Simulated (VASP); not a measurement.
AgCl (relaxed from the rock salt structure, space group Fm-3m): computed properties

The numbers are results of PBEsol GGA, VASP's PBE PAW potentials (set 64) (plane waves; VASP 6.6.1), not measurements.

* **space group**: Fm-3m (225)
* **cell**: a = b = c = 5.440 Å, α = β = γ = 90.00°
* **volume per atom**: 20.12 Å³/atom
* **band gap (over mesh and band path)**: 0.72 eV
* **smallest direct gap (over mesh and band path)**: 3.04 eV
* **band-edge character**: indirect, L to Γ
* **density**: 5.91 g/cm³

```xyz
2
Lattice="0.0000 2.7198 2.7198 2.7198 0.0000 2.7198 2.7198 2.7198 0.0000" Properties=species:S:1:pos:R:3 pbc="T T T"
Ag     2.7198     2.7198     0.0000
Cl     2.7198     2.7198     2.7198
```

The structure was generated: AgCl was put into the rock salt type (Fm-3m), which need not be its known phase. It was relaxed first, which changed the volume by +6 %. Symmetry was kept, so distortions that lower it aren't found.
